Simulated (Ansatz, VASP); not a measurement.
## Cross-check of Ge (Germanium) between VASP and Ansatz

One calculation is typed for both programs; each brings its own data sets and cutoff. How far apart do they land? The cell is taken from a series of VASP runs on this material, whose earlier steps may have relaxed, scaled or displaced it; both programs get it as it stands.

Program: Ansatz 0.2.0. Level of theory: plane waves, with VASP 6.6.1 beside it; band structure at PBEsol, spin-orbit coupling. Results are calculated unless marked as measured.

**1. Set-up**

Symmetry: Fd-3m, No. 227, cubic system. Conventional cell: a = 5.664 Å, b = 5.664 Å, c = 5.664 Å, α = 90.00°, β = 90.00°, γ = 90.00°. Nearest to Ge lie 4 Ge at 2.45 Å.

**2. Ansatz: band structure, PBEsol, spin-orbit coupling**

Ansatz runs on its fully relativistic PAW (standard-fr) files.

With cell and atoms fixed, the geometry can't cause a difference; cores, projectors, grids and the points listed under the comparison can.

The input, input.yaml:

```yaml
crystal:
  lattice:
    - [0.0, 2.8320545834, 2.8320545834]
    - [2.8320545834, 0.0, 2.8320545834]
    - [2.8320545834, 2.8320545834, 0.0]
  atoms:
    - { symbol: Ge, position: [0.0, 0.0, 0.0] }
    - { symbol: Ge, position: [0.25, 0.25, 0.25] }
hamiltonian:
  xc: pbesol
  pseudopotentials: { kind: paw_fr }
magnetization:
  noncollinear: true
  spin_orbit: true
kpoints:
  mp_grid: { grid: [6, 6, 6] }
  band_path:
    path:
      - [0.0, 0.0, 0.0]
      - [0.16667, 0.0, 0.16667]
      - [0.33333, 0.0, 0.33333]
      - [0.5, 0.0, 0.5]
      - [0.5, 0.08333, 0.58333]
      - [0.5, 0.18333, 0.68333]
      - [0.5, 0.25, 0.75]
      - [0.45, 0.3, 0.75]
      - [0.40833, 0.34167, 0.75]
      - [0.35, 0.35, 0.7]
      - [0.225, 0.225, 0.45]
      - [0.075, 0.075, 0.15]
      - [0.03333, 0.03333, 0.03333]
      - [0.23333, 0.23333, 0.23333]
      - [0.4, 0.4, 0.4]
      - [0.51667, 0.46667, 0.51667]
      - [0.55833, 0.38333, 0.55833]
      - [0.60833, 0.28333, 0.60833]
      - [0.60833, 0.25, 0.64167]
      - [0.55833, 0.25, 0.69167]
      - [0.51667, 0.25, 0.73333]
      - [0.5, 0.3, 0.7]
      - [0.5, 0.38333, 0.61667]
      - [0.5, 0.48333, 0.51667]
      - [0.475, 0.475, 0.55]
      - [0.425, 0.425, 0.65]
      - [0.38333, 0.38333, 0.73333]
      - [0.59167, 0.18333, 0.59167]
      - [0.55, 0.1, 0.55]
      - [0.5, 0.0, 0.5]
    npoints: 1
scf:
  occupations: { method: gaussian, width: 0.05 }
  n_extra_bands: 14
output:
  forces: true
  stress: true
  eigenvalues: true
```

Run with:

```console
$ ansatz run input.yaml --threads 2 --pin off --max-ram 4608MiB --backend cpu --events-out ev --progress --plain --runs-dir out
```

Numbers of over 12 decimals in the logs are rounded to 6 here.

The program printed:

```text
scf.n_extra_bands = 14 over 28 filled bands (N_el = 28.0): the run solves 42 bands
Engine: ansatz 0.2.0, aarch64-unknown-linux-gnu
Pseudopotentials: kind: paw_fr
Pseudopotential: Ge, paw_fr, valence charge 14, recommended cutoff 420 eV (normal), Ge.paw.azcp#standard-fr
Functional definition: PBEsol
  exchange = pbesol_x
  correlation = pbesol_c
non-collinear run that drives no moment, with spin-orbit: no starting moment large enough to seed its density (crystal.atoms[].spin), no starting occupations that ask for one, no magnetisation constraint and no magnetic field, so the semilocal B_xc is pinned to zero
Crystal: 2 atoms, lattice volume = 45.429 Å³
Basis set: ecut = 420 eV, 893 PW (Γ), exchange–correlation on 54×54×54 points (8 copies of the dense FFT grid, shifted against one another)
Bands: 42, of which v1, the nominal top of the filled ones, is band 28 counted from 1 (27 counted from 0)
Symmetry: 48 space group operations + 48 with time reversal
Magnetic group: BNS 227.129 (UNI 1631), of the structure as read, at distance tolerance 3.6e-5 Å
k-points: 16 of 216
Projection manifold: j_resolved (fully-relativistic pseudo-atomic orbitals)
Non-local potential: Ge, projectors of the file, l = 0: 2, l = 1: 4, l = 2: 6, l = 3: 2
PAW form: soft (Blöchl's): semilocal exchange-correlation on the pseudo side does not see the compensation charge
PAW frozen core: Ge, regenerated for the run's functional, and the local potential with it (the file was generated under x = pbe(κ = 0.804, μ = 0.219515), c = pbe(β = 0.066725))
PAW one-centre angular grid: Ge, 590 points (default); XC on 64 Gauss nodes
Initial density: superposition of atomic densities (chi_scale 0.1, normalization cell)
Initial wavefunctions: pseudopotential atomic-orbital guess
Functional: x = pbesol(κ = 0.804, μ = 0.123457), c = pbesol(β = 0.046)
SCF iter   1: F=—  HF=-8507.223668 eV  |F-HF|=—  |Δ(HF+E_count)|=         —  Δρ=3.45e-2  dr2=4.54e-1  dr2_m=0.00e0 (ungated)  ethr=3.10e-3  |M|=0.00e0 ∫|m|=0.00e0 μB  |m|>n=0.0e0 m-floor=0.0e0 τ_xc=0.0e0  β_m=0.30  ⟨swp⟩=6.6  Hψ=1562  notcnv=0  defer=40
preconditioner: auto → none  [insulator: Δε(μ)=0.152 eV  Ē_g=25.788 eV  σ=0.050 eV  W_gap=0.50  n_scr=14 (ndim 8)  ℏωp=29.2 eV  f_vac=0.000  D(μ)=0.21/eV (n_scr^D=0)  ε∞_Penn≈2.3]
SCF iter   2: F=—  HF=-8507.169112 eV  |F-HF|=—  |Δ(HF+E_count)|=   5.46e-2  Δρ=2.35e-2  dr2=2.01e-1  dr2_m=0.00e0 (ungated)  ethr=1.62e-3  |M|=0.00e0 ∫|m|=0.00e0 μB  |m|>n=0.0e0 m-floor=0.0e0 τ_xc=0.0e0  β_m=0.60  ⟨swp⟩=1.1  Hψ=401  notcnv=0  defer=78
SCF iter   3: F=—  HF=-8507.138108 eV  |F-HF|=—  |Δ(HF+E_count)|=   3.10e-2  Δρ=3.17e-3  dr2=1.41e-3  dr2_m=0.00e0 (ungated)  ethr=7.17e-4  |M|=0.00e0 ∫|m|=0.00e0 μB  |m|>n=0.0e0 m-floor=0.0e0 τ_xc=0.0e0  β_m=0.62  ⟨swp⟩=2.8  Hψ=503  notcnv=0  defer=118
SCF iter   4: F=—  HF=-8507.137106 eV  |F-HF|=—  |Δ(HF+E_count)|=   1.00e-3  Δρ=9.40e-4  dr2=1.34e-4  dr2_m=0.00e0 (ungated)  ethr=5.03e-6  |M|=0.00e0 ∫|m|=0.00e0 μB  |m|>n=0.0e0 m-floor=0.0e0 τ_xc=0.0e0  β_m=0.67  ⟨swp⟩=2.0  Hψ=448  notcnv=0  defer=118
SCF iter   5: F=—  HF=-8507.137147 eV  |F-HF|=—  |Δ(HF+E_count)|=   4.08e-5  Δρ=1.77e-4  dr2=6.94e-6  dr2_m=0.00e0 (ungated)  ethr=4.79e-7  |M|=0.00e0 ∫|m|=0.00e0 μB  |m|>n=0.0e0 m-floor=0.0e0 τ_xc=0.0e0  β_m=0.77  ⟨swp⟩=2.0  Hψ=315  notcnv=0  defer=118
SCF iter   6: F=—  HF=-8507.137150 eV  |F-HF|=—  |Δ(HF+E_count)|=   3.36e-6  Δρ=1.70e-5  dr2=6.38e-8  dr2_m=0.00e0 (ungated)  ethr=3.57e-10  |M|=0.00e0 ∫|m|=0.00e0 μB  |m|>n=0.0e0 m-floor=0.0e0 τ_xc=0.0e0  β_m=0.88  ⟨swp⟩=8.4  Hψ=1738  notcnv=0
SCF iter   7: F=-8507.137151 eV  HF=-8507.137151 eV  |F-HF|=3.83e-9  |Δ(HF+E_count)|=   5.94e-8  Δρ=4.31e-6  dr2=5.19e-9  dr2_m=0.00e0 (ungated)  ethr=2.28e-10  |M|=0.00e0 ∫|m|=0.00e0 μB  |m|>n=0.0e0 m-floor=0.0e0 τ_xc=0.0e0  ⟨swp⟩=2.1  Hψ=966  notcnv=0
SCF 1 converged in 7 iterations: F = -8507.137151 eV  dr2 = 5.19e-9
  greatest PAW one-centre occupation: 0.998 electrons in one spin orbital (limit 2), on the Ge atom at site 1 (counted from 0), in its partial waves of l = 2
NSCF: frozen V_eff on 30 k-points
SCF converged after 7 iterations
Magnetization: |M| = 0.0000 μB,  M = (+0.0000, +0.0000, +0.0000) μB
Absolute magnetization: 0.0000 μB (∫|m|)
  site 0: m = (+0.0000, +0.0000, +0.0000) μB, |m| = 0.0000 μB  (R = 1.01 Å)
  site 1: m = (+0.0000, +0.0000, +0.0000) μB, |m| = 0.0000 μB  (R = 1.01 Å)
Free energy (F): -8507.137151 eV
Harris-Foulkes:  -8507.137151 eV  (|F-HF|=3.83e-9)
Internal energy: -8507.136661 eV  (E = F + TS)
E sigma→0 (E₀):  -8507.136906 eV
Entropy (-TS):   -0.000489 eV (-0.245 meV/atom)
Fermi energy:    8.473983 eV
--- Per-component energies (eV) ---
  E_band       = -303.083753
  E_kinetic    = 223.337530
  E_local      = -4949.567486  (includes V_loc(G=0)·N_el)
  E_nonlocal   = 840.863288
  E_hartree    = 2169.563346
  E_xc         = -150.003127
  E_vxc        = -129.547628  (∫ρ·V_xc dr)
  E_paw        = -3959.022195  (= ΣΔE_a)
  E_vpaw       = -627.297907  (= ΣTr[D̂ρ^β])
  E_aug_tail   = 0.000739  (compensation charges beyond the density's cutoff)
  E_ewald      = -2684.151037
  E_core_change = 1.842281  (= ΣΔE_core)
  E_smearing   = -0.000489  (= −TS)
  E_closure    = 0.000000  (closes the sum)
  Σ components = -8507.137151   (vs F -8507.137151, Δ=0.00e0)
--- Forces (eV/Å), atoms counted from 1 ---
  atom   1  Ge    -0.00000000     0.00000000    -0.00000000
  atom   2  Ge    -0.00000000    -0.00000000    -0.00000000
  max |Σ_I F_I| component: 7.86e-17 eV/Å
--- Stress (GPa, compression-positive) ---
        0.562967      -0.000000      -0.000000
       -0.000000       0.562967       0.000000
       -0.000000       0.000000       0.562967
  P = ⅓ Tr σ = 0.5630 GPa (5.630 kbar)
--- Band table (eV; the first three rows and the last of 16) ---
  k-point 0: bands = [... 24 lower, 8.3615, 8.3615, 8.5034, 8.5034, 8.5034, 8.5034, 10.7826, 10.7826, ... 10 higher]
  k-point 1: bands = [... 24 lower, 7.7854, 7.7854, 7.9762, 7.9762, 9.2982, 9.2982, 11.5446, 11.5446, ... 10 higher]
  k-point 2: bands = [... 24 lower, 7.1433, 7.1433, 7.3308, 7.3308, 8.7394, 8.7394, 12.0804, 12.0804, ... 10 higher]
  k-point 15: bands = [... 24 lower, 4.6218, 4.6218, 4.6907, 4.6907, 10.9981, 10.9981, 11.0594, 11.0594, ... 10 higher]
```

Wall time 7.5 s (2 threads of Arm Neoverse V2, shared host); peak memory 0.41 GiB; 14 s of CPU time.

Reading the cycles: dr2 is the Hartree energy of the density residual (eV), the measure of convergence; HF is the Harris–Foulkes estimate of the energy, which meets the free energy F at convergence.

**3. VASP: band structure, PBEsol, spin-orbit coupling**

The same cell, functional, mesh and smearing now go to VASP, with its own data sets and cutoff.

Lines of VASP's logs that name or quote its potential files are left out, and so is its time.

The input, INCAR:

```
SYSTEM = Ge
PREC = Accurate
ENCUT = 410
EDIFF = 1E-06
NELM = 100
ISMEAR = 0
SIGMA = 0.05
LREAL = .FALSE.
ALGO = Normal
GGA = PS
LNONCOLLINEAR = .TRUE.
MAGMOM = 0 0 0 0 0 0
NBANDS = 40
GGA_COMPAT = .FALSE.
LASPH = .TRUE.
LSORBIT = .TRUE.
LORBIT = 11
LWAVE = .FALSE.
LCHARG = .FALSE.
KPAR = 2
```

The input, POSCAR:

```
Ge
1.0
    0.0000000000      2.8320545834      2.8320545834
    2.8320545834      0.0000000000      2.8320545834
    2.8320545834      2.8320545834      0.0000000000
Ge
2
Direct
    0.0000000000      0.0000000000      0.0000000000
    0.2500000000      0.2500000000      0.2500000000
```

The input, KPOINTS:

```
Automatic mesh
0
Gamma
6 6 6
0 0 0
```

The input, KPOINTS_OPT:

```
Line mode
16
Line-mode
Reciprocal
  0.00000000   0.00000000   0.00000000 GAMMA
  0.50000000   0.00000000   0.50000000 X

  0.50000000   0.00000000   0.50000000 X
  0.50000000   0.25000000   0.75000000 W

  0.50000000   0.25000000   0.75000000 W
  0.37500000   0.37500000   0.75000000 K

  0.37500000   0.37500000   0.75000000 K
  0.00000000   0.00000000   0.00000000 GAMMA

  0.00000000   0.00000000   0.00000000 GAMMA
  0.50000000   0.50000000   0.50000000 L

  0.50000000   0.50000000   0.50000000 L
  0.62500000   0.25000000   0.62500000 U

  0.62500000   0.25000000   0.62500000 U
  0.50000000   0.25000000   0.75000000 W

  0.50000000   0.25000000   0.75000000 W
  0.50000000   0.50000000   0.50000000 L

  0.50000000   0.50000000   0.50000000 L
  0.37500000   0.37500000   0.75000000 K

  0.62500000   0.25000000   0.62500000 U
  0.50000000   0.00000000   0.50000000 X
```

PAW data sets: Ge_d (PBE family, release 64).

Run with:

```console
$ mpirun -np 2 vasp_ncl
```

The program printed:

```text
[banner, memory and clock lines left out]
running    2 mpi-ranks, on    1 nodes
 distrk:  each k-point on    1 cores,    2 groups
 distr:  one band on    1 cores,    1 groups

 POSCAR found type information on POSCAR Ge
 POSCAR found :  1 types and       2 ions
|                                                                             |
|               ----> ADVICE to this user running VASP <----                  |
|                                                                             |
|     You enforced a specific xc type in the INCAR file but a different       |
|     [... a line on the potential file left out ...]
|     I HOPE YOU KNOW WHAT YOU ARE DOING!                                     |
|                                                                             |

 LDA part: xc-table for (Slater+PW92), standard interpolation
 POSCAR, INCAR and KPOINTS ok, starting setup
 FFT: planning ... GRIDC
 FFT: planning ... GRID_SOFT
 FFT: planning ... GRID
 WAVECAR not read
 entering main loop
       N       E                     dE             d eps       ncg     rms          rms(c)
DAV:   1     0.248561232917E+03    0.24856E+03   -0.11870E+04  1584   0.344E+03
DAV:   2     0.354183021163E+02   -0.21314E+03   -0.20441E+03  1280   0.791E+02
DAV:   3    -0.754357815795E+01   -0.42962E+02   -0.42534E+02  1432   0.189E+02
DAV:   4    -0.994963747637E+01   -0.24061E+01   -0.24033E+01  1448   0.536E+01
DAV:   5    -0.999883051606E+01   -0.49193E-01   -0.49192E-01  1416   0.867E+00    0.328E+00
DAV:   6    -0.989439375242E+01    0.10444E+00   -0.41709E-02  1536   0.240E+00    0.187E+00
DAV:   7    -0.984451605540E+01    0.49878E-01   -0.63067E-02  1368   0.251E+00    0.288E-01
DAV:   8    -0.984537813180E+01   -0.86208E-03   -0.65588E-03  1456   0.973E-01    0.137E-01
DAV:   9    -0.984577124990E+01   -0.39312E-03   -0.40067E-04  1592   0.313E-01    0.370E-02
DAV:  10    -0.984586354135E+01   -0.92291E-04   -0.99018E-05  1408   0.115E-01    0.751E-03
DAV:  11    -0.984586566939E+01   -0.21280E-05   -0.51151E-06  1504   0.271E-02    0.431E-03
DAV:  12    -0.984586666045E+01   -0.99107E-06   -0.12382E-06  1120   0.743E-03
   1 F= -.98458667E+01 E0= -.98456249E+01  d E =-.483500E-03  mag=     0.0000     0.0000     0.0000
 Start KPOINTS_OPT (optional k-point list driver)
k-point batch [1-16\160]
       N       E                     dE             ncg
DAV:   1    -0.226443167634E+04   -0.83140E+04     1568
DAV:   2    -0.560803754369E+04   -0.33436E+04     1280
DAV:   3    -0.629928612228E+04   -0.69125E+03     1488
DAV:   4    -0.633735361045E+04   -0.38067E+02     1432
DAV:   5    -0.633807803470E+04   -0.72442E+00     1480
DAV:   6    -0.633809669297E+04   -0.18658E-01     1488
DAV:   7    -0.633809751277E+04   -0.81980E-03     1536
DAV:   8    -0.633809755839E+04   -0.45615E-04     1600
DAV:   9    -0.633809755963E+04   -0.12430E-05     1168
DAV:  10    -0.633809755970E+04   -0.72302E-07      888
[...]
k-point batch [145-160\160]
       N       E                     dE             ncg
DAV:   1    -0.238017916542E+04   -0.16325E+05     1560
DAV:   2    -0.577550673288E+04   -0.33953E+04     1280
DAV:   3    -0.644861058566E+04   -0.67310E+03     1480
DAV:   4    -0.648663970785E+04   -0.38029E+02     1456
DAV:   5    -0.648744546122E+04   -0.80575E+00     1464
DAV:   6    -0.648746561289E+04   -0.20152E-01     1472
DAV:   7    -0.648746646558E+04   -0.85269E-03     1464
DAV:   8    -0.648746651227E+04   -0.46693E-04     1512
DAV:   9    -0.648746651466E+04   -0.23872E-05     1272
DAV:  10    -0.648746651478E+04   -0.12526E-06      832
```

From OUTCAR (step 3):

```text
ion  position               nearest neighbor table
   1  0.000  0.000  0.000-   2 2.45   2 2.45   2 2.45   2 2.45
   2  0.250  0.250  0.250-   1 2.45   1 2.45   1 2.45   1 2.45

  LATTYP: Found a face centered cubic cell.
 ALAT       =     5.6641091668

 Subroutine GETGRP returns: Found 48 space group operations
 (whereof 24 operations were pure point group operations)

The static configuration has the point symmetry T_d .
 The point group associated with its full space group is O_h .

 Found     16 irreducible k-points:

   k-points           NKPTS =     16   k-points in BZ     NKDIM =     16   number of bands    NBANDS=     40

   dimension x,y,z NGX =    28 NGY =   28 NGZ =   28
   dimension x,y,z NGXF=    56 NGYF=   56 NGZF=   56

   ENCUT  =  410.0 eV  30.13 Ry    5.49 a.u.   6.61  6.61  6.61*2*pi/ulx,y,z

   NELECT =      28.0000    total number of electrons

 k-points in reciprocal lattice and weights: Automatic mesh
   0.00000000  0.00000000  0.00000000       0.005
   0.16666667  0.00000000  0.00000000       0.037
   0.33333333  0.00000000  0.00000000       0.037
   0.50000000  0.00000000  0.00000000       0.019
   0.16666667  0.16666667  0.00000000       0.028
   0.33333333  0.16666667  0.00000000       0.111
   0.50000000  0.16666667  0.00000000       0.111
  -0.33333333  0.16666667  0.00000000       0.111
  -0.16666667  0.16666667  0.00000000       0.056
[...]
-0.33333333  0.33333333  0.16666667       0.111
  -0.33333333  0.50000000  0.16666667       0.056

 average (electrostatic) potential at core
       1 -74.1723       2 -74.1723

 E-fermi :   4.9085

 k-point     1 :       0.0000    0.0000    0.0000
  band No.  band energies     occupation
    ...
     22      -7.9341      1.00000
     23       4.6415      1.00000
     24       4.6415      1.00000
     25       4.8021      0.99868
     26       4.8021      0.99868
     27       4.9339      0.23608
     28       4.9339      0.23608
     29       4.9339      0.23607
     30       4.9339      0.23607
     31       7.2219      0.00000
    ...

 k-point     2 :       0.1667    0.0000    0.0000
  band No.  band energies     occupation
    ...
     24       1.6486      1.00000
     25       4.2184      1.00000
     26       4.2184      1.00000
     27       4.4065      1.00000
     28       4.4065      1.00000
     29       5.7360      0.00000
     30       5.7360      0.00000
     31       7.9838      0.00000
     32       7.9838      0.00000
     33       8.1285      0.00000
    ...

 k-point     3 :       0.3333    0.0000    0.0000
  band No.  band energies     occupation
    ...
     24      -1.2656      1.00000
     25       3.5760      1.00000
     26       3.5760      1.00000
     27       3.7607      1.00000
     28       3.7607      1.00000
     29       5.1766      0.00000
     30       5.1766      0.00000
     31       8.5213      0.00000
     32       8.5213      0.00000
     33       8.6367      0.00000
    ...

  Total        0.0243495      0.0243495      0.0243495      0.0000000      0.0000000      0.0000000
  in kB        0.8587478      0.8587478      0.8587478      0.0000000      0.0000000      0.0000000
  external PRESSURE =       0.8587478 kB  Pullay stress =       0.0000000 kB

  energy-cutoff  :      410.00
  volume of cell :       45.43
      direct lattice vectors                 reciprocal lattice vectors
     0.000000000  2.832054583  2.832054583    -0.176550270  0.176550270  0.176550270
     2.832054583  0.000000000  2.832054583     0.176550270 -0.176550270  0.176550270
     2.832054583  2.832054583  0.000000000     0.176550270  0.176550270 -0.176550270

 POSITION                                       TOTAL-FORCE (eV/Angst)
 -----------------------------------------------------------------------------------
      0.00000      0.00000      0.00000        -0.000000     -0.000000     -0.000000
      1.41603      1.41603      1.41603         0.000000      0.000000      0.000000
 -----------------------------------------------------------------------------------
    total drift:                                0.000000      0.000000      0.000000

  FREE ENERGIE OF THE ION-ELECTRON SYSTEM (eV)
  ---------------------------------------------------
  free  energy   TOTEN  =        -9.8458666605 eV

  energy  without entropy=       -9.8453831605  energy(sigma->0) =       -9.84562491

 Spin-Orbit-Coupling matrix elements
 Ion:    1  E_soc:     -0.0187993
 Ion:    2  E_soc:     -0.0187993

 total charge
# of ion       s       p       d       tot
------------------------------------------
    1        1.126   1.260  10.023  12.410
    2        1.126   1.260  10.023  12.410
--------------------------------------------------
tot          2.253   2.521  20.046  24.819

 magnetization (x)
# of ion       s       p       d       tot
------------------------------------------
    1       -0.000   0.000  -0.000   0.000
    2       -0.000   0.000  -0.000   0.000
--------------------------------------------------
tot         -0.000   0.000  -0.000   0.000

 magnetization (y)
# of ion       s       p       d       tot
------------------------------------------
    1       -0.000   0.000  -0.000  -0.000
    2       -0.000  -0.000  -0.000  -0.000
--------------------------------------------------
tot         -0.000   0.000  -0.000  -0.000

 magnetization (z)
# of ion       s       p       d       tot
------------------------------------------
    1       -0.000  -0.000   0.000  -0.000
    2       -0.000  -0.000   0.000  -0.000
--------------------------------------------------
tot         -0.000  -0.000   0.000  -0.000

[... 3 further parts left out ...]
```

The run ends at a pressure of 0.09 GPa.

**4. Side by side**

Known differences besides the potentials themselves: spin-orbit coupling enters by fully relativistic files in Ansatz and inside the spheres in VASP; the cutoff is 420 eV in Ansatz and 410 eV in VASP; Ansatz makes its cores anew for this functional, VASP keeps those of its PBE data sets. Total energies have different zeros and are not compared.

Both answers:

| quantity | Ansatz | VASP | difference |
| --- | --- | --- | --- |
| pressure (GPa) | 0.56 | 0.09 | +0.48 |

Levels from 3 eV below to 2 eV above the Fermi level differ by 3 meV r.m.s. and 6 meV at most; each VASP level is matched to the nearest of Ansatz, which flatters the figure a little.

**5. What came out**

```
r.m.s. difference of levels near the Fermi level (band structure, PBEsol, spin-orbit coupling) : 2.9 meV
```

In words: The r.m.s. difference of levels near the Fermi level is 2.9 meV (band structure, PBEsol, spin-orbit coupling), within the 80 meV picked in this series as the mark of a large difference. Such differences can come from data sets, numerical settings and the points named under the comparisons, not from the functional's error against experiment.

[Lines on the potential files, build, host, timing and source positions are cut from VASP's logs without a mark.]

[Logs are printed without paths, hosts, clocks, repeated set-up lines and the standing remarks that a program may print on its own settings, such as how far it seeks lower states.]

[Hosts, paths, dates, database ids (printed as entryN), source tags and the programs' standing remarks are cut or masked in the printed files.]
